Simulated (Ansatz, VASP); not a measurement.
# Cross-check of Cu4SeS between VASP and Ansatz, part 3 of 3

Aim: how closely do two programs agree when they are given the same cell, functional and k mesh? The cell is invented: As first built, before any earlier steps moved the atoms (in the runner's words): it takes the Cu2Se structure with some of its atoms replaced by other elements, volume scaled by an estimate. It may not be a known or stable phase. The cell is taken from a series of VASP runs on this material, whose earlier steps may have relaxed, scaled or displaced it; both programs get it as it stands.

VASP 6.6.1 and Ansatz 0.2.0.

So far. Step 5 (VASP: single point, PBE with D4): The run ends at a pressure of 0.09 GPa, with forces up to 0.0063 eV/Å. Step 6 (Ansatz: single point, PBE with D4): The run ends at a pressure of 0.09 GPa, with forces up to 0.016 eV/Å.

## 8. VASP: band structure, PBE with D4, spin-orbit coupling

Level of this step: PBE with D4, spin-orbit coupling, no spin polarisation; plane waves and PAW (Se, Cu, S); invented cell (VASP).

A single point gives forces, pressure and levels at one fixed geometry, so differences don't come from the geometry; what else differs is listed under the comparison.

Contents of INCAR:

```
SYSTEM = Cu4SeS
PREC = Accurate
ENCUT = 400
EDIFF = 1E-06
NELM = 100
ISMEAR = 0
SIGMA = 0.05
LREAL = .FALSE.
ALGO = Normal
GGA = PE
IVDW = 13
LNONCOLLINEAR = .TRUE.
MAGMOM = 0 0 0 0 0 0 0 0 0 0 0 0 0 0 0 0 0 0
NBANDS = 68
GGA_COMPAT = .FALSE.
LASPH = .TRUE.
LSORBIT = .TRUE.
LMAXMIX = 4
LORBIT = 11
LWAVE = .FALSE.
LCHARG = .FALSE.
KPAR = 2
```

Contents of POSCAR:

```
Cu4SeS
1.0
    3.6491357707     -1.9347036426      0.0153901992
    3.6491357707      1.9347036426      0.0153901992
   -3.4197505146      0.0000000000      6.5547616365
Se Cu S
1 4 1
Direct
    0.4979007059      0.5020992941      0.5000000000
    0.9960156288      0.7536296853      0.6691419502
    0.4479453781      0.2287934131      0.1336572850
    0.2463703147      0.0039843722      0.3308580498
    0.7712065869      0.5520546219      0.8663427150
    0.9298134806      0.0701865194      0.0000000000
```

Contents of KPOINTS:

```
Automatic mesh
0
Gamma
6 6 3
0 0 0
```

Contents of KPOINTS_OPT:

```
Line mode
16
Line-mode
Reciprocal
  0.00000000   0.00000000   0.00000000 GAMMA
 -0.50000000  -0.50000000   0.00000000 Y

 -0.50000000  -0.50000000   0.00000000 Y
 -0.51010438  -0.51010438   0.04461869 F

 -0.51010438  -0.51010438   0.04461869 F
 -0.50000000  -0.50000000   0.50000000 L

 -0.50000000  -0.50000000   0.50000000 L
 -0.70130527  -0.29869473   0.50000000 I

 -0.29869473   0.29869473   0.50000000 I1
  0.00000000   0.00000000   0.50000000 Z

  0.00000000   0.00000000   0.50000000 Z
 -0.48989562  -0.48989562   0.95538131 F1

 -0.50000000  -0.50000000   0.00000000 Y
 -0.66099132  -0.33900868   0.00000000 X1

 -0.33900868   0.33900868   0.00000000 X
  0.00000000   0.00000000   0.00000000 GAMMA

  0.00000000   0.00000000   0.00000000 GAMMA
 -0.50000000   0.00000000   0.00000000 N

 -0.50000000   0.00000000   0.50000000 M
  0.00000000   0.00000000   0.00000000 GAMMA
```

PAW data sets: Se, Cu and S (PBE family, release 64).

The run is started by

```console
$ mpirun -np 2 vasp_ncl
```

Numbers of over 12 decimals in the logs are rounded to 6 here.

The log of the run:

```text
[... set-up lines as in an earlier step ...]
 entering main loop
       N       E                     dE             d eps       ncg     rms          rms(c)
DAV:   1     0.511476957308E+03    0.51148E+03   -0.19881E+04  7752   0.197E+03
DAV:   2     0.570488631375E+02   -0.45443E+03   -0.43999E+03  7752   0.454E+02
DAV:   3    -0.193665085764E+02   -0.76415E+02   -0.71479E+02  9132   0.215E+02
DAV:   4    -0.256272107647E+02   -0.62607E+01   -0.60964E+01 12052   0.693E+01
[...]
DAV:  17    -0.227892731547E+02    0.12120E-05   -0.50472E-06  8560   0.367E-02    0.677E-03
DAV:  18    -0.227892721005E+02    0.10543E-05   -0.20472E-06  6204   0.533E-02    0.231E-03
DAV:  19    -0.227892724196E+02   -0.31916E-06   -0.17833E-06  6192   0.136E-02
   1 F= -.25536208E+02 E0= -.25536208E+02  d E =-.294472E-10  mag=    -0.0000     0.0000    -0.0000
 Start KPOINTS_OPT (optional k-point list driver)
k-point batch [1-57\160]
       N       E                     dE             ncg
DAV:   1     0.376845020545E+05   -0.30193E+05     7752
DAV:   2     0.121188981859E+05   -0.25566E+05     7752
DAV:   3     0.769895721395E+04   -0.44199E+04     8832
DAV:   4     0.732942243490E+04   -0.36953E+03    11604
[...]
DAV:   8     0.732175149381E+04   -0.59922E-04    11936
DAV:   9     0.732175149266E+04   -0.11480E-05     5840
DAV:  10     0.732175149236E+04   -0.30354E-06     5448
[...]
k-point batch [115-160\160]
       N       E                     dE             ncg
DAV:   1     0.478793732546E+05   -0.35320E+03     6256
DAV:   2     0.272543319102E+05   -0.20625E+05     6256
DAV:   3     0.236567386735E+05   -0.35976E+04     7148
DAV:   4     0.233478427385E+05   -0.30890E+03     9460
[...]
DAV:   8     0.233409418411E+05   -0.82946E-04     9724
DAV:   9     0.233409418387E+05   -0.23819E-05     5080
DAV:  10     0.233409418384E+05   -0.30351E-06     4544
```

OUTCAR, selected parts (step 8):

```text
  Edisp (eV):   -2.74694

  Total      -0.06071    -0.04130    -0.01462     0.00000     0.00000    -0.01772
  in kB      -1.04870    -0.71337    -0.25251     0.00000     0.00000    -0.30605
  external pressure =       -0.67 kB  Pullay stress =        0.00 kB

 POSITION                                       TOTAL-FORCE (eV/Angst)
 -----------------------------------------------------------------------------------
      1.93926      0.00812      3.29277        -0.000000      0.000893      0.000000
      4.09639     -0.46894      4.41299        -0.003811     -0.002380      0.002468
      2.01244     -0.42399      0.88651         0.001955     -0.000936     -0.006306
     -0.21787     -0.46894      2.17255         0.003811     -0.002380     -0.002468
      1.86608     -0.42399      5.69904        -0.001955     -0.000936      0.006306
      3.64914     -1.66312      0.01539        -0.000000      0.005740     -0.000000
 -----------------------------------------------------------------------------------
    total drift:                               -0.000001      0.000786     -0.000000

  FREE ENERGIE OF THE ION-ELECTRON SYSTEM (eV)
  ---------------------------------------------------
  free  energy   TOTEN  =       -25.5362080296 eV

  energy  without entropy=      -25.5362080296  energy(sigma->0) =      -25.53620803

 magnetization (x)
# of ion       s       p       d       tot
------------------------------------------
    1        0.000   0.000   0.000   0.000
    2       -0.000   0.000   0.000  -0.000
    3        0.000  -0.000   0.000   0.000
    4        0.000  -0.000  -0.000   0.000
    5       -0.000   0.000  -0.000  -0.000
    6        0.000   0.000   0.000   0.000
--------------------------------------------------
tot          0.000   0.000   0.000   0.000

 magnetization (y)
# of ion       s       p       d       tot
------------------------------------------
    1       -0.000  -0.000   0.000  -0.000
    2        0.000   0.000  -0.000  -0.000
    3        0.000   0.000  -0.000  -0.000
    4        0.000   0.000  -0.000  -0.000
    5        0.000   0.000  -0.000  -0.000
    6       -0.000  -0.000   0.000  -0.000
--------------------------------------------------
tot         -0.000  -0.000  -0.000  -0.000

 magnetization (z)
# of ion       s       p       d       tot
------------------------------------------
    1        0.000   0.000   0.000   0.000
    2        0.000   0.000  -0.000  -0.000
    3        0.000   0.000  -0.000  -0.000
    4       -0.000  -0.000   0.000   0.000
    5       -0.000  -0.000   0.000   0.000
    6        0.000   0.000   0.000   0.000
--------------------------------------------------
tot          0.000   0.000   0.000   0.000

[... 1 part as in an earlier step ...]

[... 2 further parts left out ...]
[key lines of the parts left out:]
E-fermi :   6.6984
```

The run ends at a pressure of -0.07 GPa, with forces up to 0.0067 eV/Å.

## 9. Ansatz: band structure, PBE with D4, spin-orbit coupling

The same cell, functional, mesh and smearing now go to Ansatz, which takes its cutoff from its data sets.

The cell is taken from a series of VASP runs on this material, whose earlier steps may have relaxed, scaled or displaced it; both programs get it as it stands.

Contents of input.yaml:

```yaml
crystal:
  lattice:
    - [3.6491357707, -1.9347036426, 0.0153901992]
    - [3.6491357707, 1.9347036426, 0.0153901992]
    - [-3.4197505146, 0.0, 6.5547616365]
  atoms:
    - { symbol: Se, position: [0.4979007059, 0.5020992941, 0.5] }
    - { symbol: Cu, position: [0.9960156288, 0.7536296853, 0.6691419502] }
    - { symbol: Cu, position: [0.4479453781, 0.2287934131, 0.133657285] }
    - { symbol: Cu, position: [0.2463703147, 0.0039843722, 0.3308580498] }
    - { symbol: Cu, position: [0.7712065869, 0.5520546219, 0.866342715] }
    - { symbol: S, position: [0.9298134806, 0.0701865194, 0.0] }
hamiltonian:
  xc: pbe
  pseudopotentials: { kind: paw_fr }
  dispersion: d4
magnetization:
  noncollinear: true
  spin_orbit: true
kpoints:
  mp_grid: { grid: [6, 6, 3] }
  band_path:
    path:
      - [0.0, 0.0, 0.0]
      - [-0.16667, -0.16667, 0.0]
      - [-0.33333, -0.33333, 0.0]
      - [-0.5, -0.5, 0.0]
      - [-0.50337, -0.50337, 0.01487]
      - [-0.50741, -0.50741, 0.03272]
      - [-0.5101, -0.5101, 0.04462]
      - [-0.50606, -0.50606, 0.22677]
      - [-0.50269, -0.50269, 0.37856]
      - [-0.51342, -0.48658, 0.5]
      - [-0.58052, -0.41948, 0.5]
      - [-0.66104, -0.33896, 0.5]
      - [-0.27878, 0.27878, 0.5]
      - [-0.1593, 0.1593, 0.5]
      - [-0.05974, 0.05974, 0.5]
      - [-0.06532, -0.06532, 0.56072]
      - [-0.22862, -0.22862, 0.71251]
      - [-0.42458, -0.42458, 0.89466]
      - [-0.52147, -0.47853, 0.0]
      - [-0.58586, -0.41414, 0.0]
      - [-0.63953, -0.36047, 0.0]
      - [-0.27121, 0.27121, 0.0]
      - [-0.1582, 0.1582, 0.0]
      - [-0.0226, 0.0226, 0.0]
      - [-0.1, 0.0, 0.0]
      - [-0.3, 0.0, 0.0]
      - [-0.46667, 0.0, 0.0]
      - [-0.36667, 0.0, 0.36667]
      - [-0.2, 0.0, 0.2]
      - [0.0, 0.0, 0.0]
    npoints: 1
scf:
  occupations: { method: gaussian, width: 0.05 }
  n_extra_bands: 18
output:
  forces: true
  stress: true
  eigenvalues: true
```

The run is started by

```console
$ ansatz run input.yaml --threads 4 --pin off --max-ram 9216MiB --backend cpu --events-out ev --progress --plain --runs-dir out
```

The log of the run:

```text
[...]
non-collinear run that drives no moment, with spin-orbit: no starting moment large enough to seed its density (crystal.atoms[].spin), no starting occupations that ask for one, no magnetisation constraint and no magnetic field, so the semilocal B_xc is pinned to zero
Crystal: 6 atoms, lattice volume = 92.757 Å³
[...]
k-point 1: bands = [... 94 lower, 12.0070, 12.0210, 12.2218, 12.2382, 13.6323, 13.6355, 13.8863, 13.9016, ... 14 higher]
  k-point 2: bands = [... 94 lower, 11.9162, 11.9530, 12.3972, 12.4171, 13.5680, 13.5797, 14.5987, 14.6170, ... 14 higher]
  k-point 33: bands = [... 94 lower, 11.3217, 11.4044, 11.6902, 11.7498, 14.4175, 14.4497, 14.8784, 14.8844, ... 14 higher]
[key lines of the parts left out:]
SCF converged after 11 iterations
Magnetization: |M| = 0.0000 μB,  M = (+0.0000, +0.0000, +0.0000) μB
Free energy (F): -32876.368119 eV
Fermi energy:    12.879161 eV
P = ⅓ Tr σ = 0.1011 GPa (1.011 kbar)
```

Run time: 41 s. Hardware: 4 threads of AMD EPYC 7B13 (Zen 3), shared host; peak memory 1.5 GiB; 2.7 min of CPU time.

## 10. Comparison

What differs besides the data sets and the points named for the pairs above, as far as they apply: spin-orbit coupling enters by fully relativistic files in Ansatz and inside the spheres in VASP; the data sets hold 98 valence electrons in Ansatz (fully relativistic PAW (standard-fr) files) and 56 in VASP. Total energies have different zeros and are not compared.

Compared:

```
                                        quantity  Ansatz   VASP  difference
                                  pressure (GPa)    0.10  -0.07       +0.17
pressure without Ansatz's Pulay correction (GPa)    0.02  -0.07       +0.09
```

At this near-relaxed geometry the largest component of a force difference is 22 meV/Å. Levels from 3 eV below to 2 eV above the Fermi level differ by 9 meV r.m.s. and 33 meV at most; each VASP level is matched to the nearest of Ansatz, which flatters the figure a little. Ansatz's pressure holds a Pulay correction of 0.08 GPa; VASP's holds none.

## 11. What came out

```
difference in volume (relaxation of cell and atoms, PBE with D4)                                    : 0.46 %
difference in gap on the k mesh (single point, PBE with D4)                                         : 5.9e-4 eV
r.m.s. force difference (single point, PBE with D4)                                                 : 7.0 meV/Å
r.m.s. difference of levels near the Fermi level (band structure, PBE with D4, spin-orbit coupling) : 8.5 meV
r.m.s. force difference (band structure, PBE with D4, spin-orbit coupling)                          : 7.2 meV/Å
```

**Reading.** The r.m.s. force difference is 7.2 meV/Å (band structure, PBE with D4, spin-orbit coupling), within the 12 meV/Å picked in this series as the mark of a large difference. 2 further runs of this series are not shown here. Such differences can come from data sets, numerical settings and the points named under the comparisons, not from the functional's error against experiment.

[Lines on the potential files, build, host, timing and source positions are cut from VASP's logs without a mark.]

[Logs are printed without paths, hosts, clocks, repeated set-up lines and the standing remarks that a program may print on its own settings, such as how far it seeks lower states.]

[Hosts, paths, dates, database ids (printed as entryN), source tags and the programs' standing remarks are cut or masked in the printed files.]
